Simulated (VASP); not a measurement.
The input files of a VASP run:

**INCAR**
```
# general
SYSTEM  = SnSe2
PREC    = Accurate
ENCUT   = 520
LREAL   = .FALSE.   # projection in real space or not
LASPH   = .TRUE.   # aspherical one-centre terms

# electronic loop
EDIFF   = 1E-6   # SCF stop (eV)
NELM    = 100   # most electronic steps
ALGO    = Normal   # blocked Davidson
LMAXMIX = 4

# smearing
ISMEAR  = 0   # Gaussian
SIGMA   = 0.05   # width (eV)

# functional
GGA     = PE   # PBE
IVDW    = 13   # D4

# ions
IBRION  = 2   # conjugate gradients
NSW     = 60
ISIF    = 3   # ions, shape and volume
EDIFFG  = -0.02   # ionic stop

# output
LWAVE   = .FALSE.
LCHARG  = .FALSE.
```

File POSCAR:
```
SnSe2
1
    1.9219514874    -3.3289178429    -0.0000000000
    1.9219514874     3.3289178429     0.0000000000
    0.0000000000    -0.0000000000     6.0558233169
Sn Se
1 2
Direct
  0.0000000000   0.0000000000   0.0000000000
  0.3333330000   0.6666670000   0.2617697373
  0.6666670000   0.3333330000   0.7382302627
```

KPOINTS:
```
Automatic mesh
0
Gamma
6 6 4
0 0 0
```

POTCAR, in this order: Sn_d Se (PBE.64 set). Program: vasp_std.

### Question
Write an equivalent input for Ansatz.

### Answer
One equivalent input (not run):
Ansatz 0.2 input:
```yaml
crystal:
  lattice:
    - [1.9219515, -3.3289178, 0.0000000]
    - [1.9219515, 3.3289178, 0.0000000]
    - [0.0000000, 0.0000000, 6.0558233]
  atoms:
    - { symbol: Sn, position: [0.0000000, 0.0000000, 0.0000000] }
    - { symbol: Se, position: [0.3333330, 0.6666670, 0.2617697] }
    - { symbol: Se, position: [0.6666670, 0.3333330, 0.7382303] }
kpoints:
  mp_grid: { grid: [6, 6, 4] }
hamiltonian:
  xc: pbe
  dispersion: d4
  pseudopotentials: { kind: paw }
scf:
  occupations: { method: gaussian, width: 0.05 }
  max_iter: 100
relax:
  max_steps: 60
  f_tol: 0.02
  cell: {}
output: { forces: true, stress: true, eigenvalues: true }
```
The two are equivalent in intent, not identical: each code has its own PAW files, so the cut-off isn't converted (ENCUT is set for VASP's; basis.ecutwfc is left out, and Ansatz then takes the one that its files recommend); Ansatz stops its SCF on the density residual and VASP on the energy change (EDIFF).

The compound is SnSe2 in the 1T layered structure. This run relaxes it. Symmetry was kept, so distortions that lower it aren't found. The start is the result of an earlier pass.
